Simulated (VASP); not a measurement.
VASP runs on Nb$_{3}$Sn (space group Pm-3n) share one base input (PBE GGA, plane waves, VASP's PBE PAW potentials (set 64)) and change the settings named in each case.

**INCAR**
```
SYSTEM = Nb3Sn
PREC = Accurate
ENCUT = 300
EDIFF = 1E-6
NELM = 100
ALGO = Normal
LREAL = .FALSE.
LASPH = .TRUE.
ISMEAR = 1
SIGMA = 0.1
GGA = PE
LMAXMIX = 4
LWAVE = .FALSE.
LCHARG = .FALSE.
ISIF = 2
```

**KPOINTS**
```
K-points
0
gamma
 4 4 4
```

File POSCAR:
```
Nb3Sn
1
    5.3016640000     0.0000000000     0.0000000000
    0.0000000000     5.3016640000     0.0000000000
    0.0000000000     0.0000000000     5.3016640000
Nb Sn
6 2
Direct
  0.2500000000   0.0000000000   0.5000000000
  0.7500000000   0.0000000000   0.5000000000
  0.5000000000   0.7500000000   0.0000000000
  0.5000000000   0.2500000000   0.0000000000
  0.0000000000   0.5000000000   0.7500000000
  0.0000000000   0.5000000000   0.2500000000
  0.0000000000   0.0000000000   0.0000000000
  0.5000000000   0.5000000000   0.5000000000
```

POTCAR, in this order: Nb_sv Sn_d (PBE.64 set). Program: vasp_std.

```tsv
change	pressure (GPa)	−TS (eV)
base run	0.26	-0.0157
NEDOS = 601	0.26	-0.0157
NEDOS = 601, KPOINTS 6×6×6 Γ-centred mesh	0.58	-0.0069
NEDOS = 601, KPOINTS 6×6×6 Γ-centred mesh	0.58	-0.0069
```
 Energies of different potentials or functionals have different zeros.  Unless said otherwise, spin-orbit coupling is left out, though it shifts the bands of the heavy elements here. At 300 eV the pressure can carry a Pulay error.

Left out are runs that ran out of time, are held back, or changed the cell or the kind of run, fixed moments of cells without a moment, rows past the twelfth, gaps on odd meshes, pressures of charged cells and columns that move by less than the noise.

The structure comes from a computed database's Nb3Sn entry; how it stands against other phases isn't given here. The cell was not relaxed at this level, its lattice was scaled by up to 2.5 %.
